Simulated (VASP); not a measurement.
**NiMoIrPdW: relaxation of cell and atoms with LDA**

The system is NiMoIrPdW.

```
Ni Mo Pd Ir W
1.0
     4.11705    0.00000    0.00000
    -2.05853    3.56547    0.00000
     0.00000    0.00000    5.44580
Ni Mo Pd Ir W
1 1 1 1 1
Direct
  0.00000 0.00000 0.95775
  0.66667 0.33333 0.96161
  0.66667 0.33333 0.46295
  0.33333 0.66667 0.72572
  0.33333 0.66667 0.23642
```

The cell was built by a generator and needn't be a form met in nature.

- Program: VASP 6.6.1
- Task: relaxation of cell and atoms
- Functional: LDA
- Potentials or basis: VASP PAW LDA potentials, release 64 (Ni, Mo_sv, Pd, Ir, W_sv)
- Cutoff: 600 eV
- k mesh: 8 × 8 × 5
- Occupations: fermi-dirac, width 0.05 eV
- Spin: collinear spin, ferromagnetic start
- Starting moments: [1.0, 1.0, 0.0, 0.6, 0.0] μB
- Further INCAR settings: ALGO = Normal; EDIFF = 1e-07; IBRION = 2; EDIFFG = -0.01; NSW = 40; ISIF = 3

```
Relaxed volume                                        : 15.18 Å³/atom
Relaxed cell                                          : a = 4.041 Å, b = 4.041 Å, c = 5.365 Å, α = 90.00°, β = 90.00°, γ = 120.00°
Space group after relaxing (to 0.05 Å)                : P3m1 (No. 156)
Energy gained by relaxing                             : 32.0 meV/atom
Ionic steps                                           : 13
Pressure after relaxing                               : 0.0 GPa
Largest force after relaxing                          : 0.010 eV/Å
Band gap on the k mesh                                : none (metal or under the smearing width)
Net moment                                            : 0.00 μB per cell
Valence electrons inside the program's atomic spheres : Ni 9.59; Mo 12.71; Pd 9.70; Ir 8.46; W 11.99
```

Forces in eV/Å, atoms in the order of the input:
```
Ni   0.000  0.000 -0.010
Mo   0.000  0.000  0.001
Pd   0.000  0.000  0.004
Ir   0.000  0.000  0.006
W    0.000  0.000 -0.001
```

Step by step:
```csv
step,energy change (eV),largest force (eV/Å),pressure (GPa),volume (Å³)
1,0.0000,0.1565,-12.05,79.94
2,0.9846,1.0023,45.20,66.82
3,-0.1585,0.0789,-0.67,76.11
4,-0.1588,0.0902,-0.12,75.95
5,-0.1588,0.0960,0.14,75.88
6,-0.1598,0.0374,0.16,75.84
7,-0.1598,0.0386,0.17,75.84
8,-0.1598,0.0185,-0.36,75.99
9,-0.1599,0.0206,-0.11,75.92
10,-0.1600,0.0141,-0.01,75.88
11,-0.1600,0.0143,0.00,75.89
12,-0.1600,0.0145,0.00,75.89
13,-0.1600,0.0096,-0.02,75.88
```

Final structure:
```
CELL_PARAMETERS angstrom
4.04104 0.00000 0.00000
-2.02052 3.49964 0.00000
0.00000 0.00000 5.36546
ATOMIC_POSITIONS crystal
Ni 0.00000 0.00000 0.95708
Mo 0.66667 0.33333 0.96189
Pd 0.66667 0.33333 0.46377
Ir 0.33333 0.66667 0.72497
W 0.33333 0.66667 0.23675
```

Levels at points of the mesh, in eV from the Fermi level:
Spin up:
```
           k point  band 25  band 26  band 27  band 28  band 29  band 30  band 31  band 32
(0.00, 0.00, 0.00)    -1.85    -1.05    -0.85    -0.85     0.91     0.91     1.93     1.93
(0.50, 0.00, 0.00)    -1.51    -1.12    -0.58    -0.23     1.03     1.26     1.36     1.68
(0.50, 0.50, 0.00)    -1.51    -1.12    -0.58    -0.23     1.03     1.26     1.36     1.68
```
Spin down:
```tsv
k point	band 24	band 25	band 26	band 27	band 28	band 29	band 30	band 31	band 32	band 33
(0.00, 0.00, 0.00)	-1.85	-1.85	-1.05	-0.85	-0.85	0.91	0.91	1.93	1.93	3.25
(0.50, 0.00, 0.00)	-1.69	-1.51	-1.12	-0.58	-0.23	1.03	1.26	1.36	1.68	2.03
(0.50, 0.50, 0.00)	-1.69	-1.51	-1.12	-0.58	-0.23	1.03	1.26	1.36	1.68	2.03
```

It took 21 min on 4 MPI ranks on Intel(R) Xeon(R) 6975P-C (Granite Rapids), with other jobs on the host, peak memory 0.67 GiB a rank.

Spin-orbit coupling is left out, which matters for the levels of Ir, W.
